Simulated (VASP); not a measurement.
**Sr$_{2}$Bi (space group I4/mmm): computed properties**

These are PBEsol GGA, VASP's PBE PAW potentials (set 64) (plane waves; VASP) values and carry that method's errors.

```json
{
  "space_group": "I4/mmm (139)",
  "cell": "a = b = 5.037 Å, c = 17.903 Å, α = β = γ = 90.00°",
  "volume_per_atom": "37.85 Å³/atom",
  "band gap (over mesh and band path)": "none (metal, semimetal or under 0.01 eV)",
  "density": "5.62 g/cm³"
}
```

```
BiSr2
1.0
   -2.51852     2.51852     8.95163
    2.51852    -2.51852     8.95163
    2.51852     2.51852    -8.95163
Sr Bi
4 2
Direct
  0.00000   0.50000   0.50000
  0.50000   0.00000   0.50000
  0.32247   0.32247   0.00000
  0.67753   0.67753   0.00000
  0.13505   0.13505   0.00000
  0.86495   0.86495   0.00000
```

Unless said otherwise, spin-orbit coupling is left out, though it shifts the bands of the heavy elements here.

The structure comes from a computed database's Sr2Bi entry (I4/mmm); how it stands against other phases isn't given here. It was relaxed first. Symmetry was kept, so distortions that lower it aren't found.
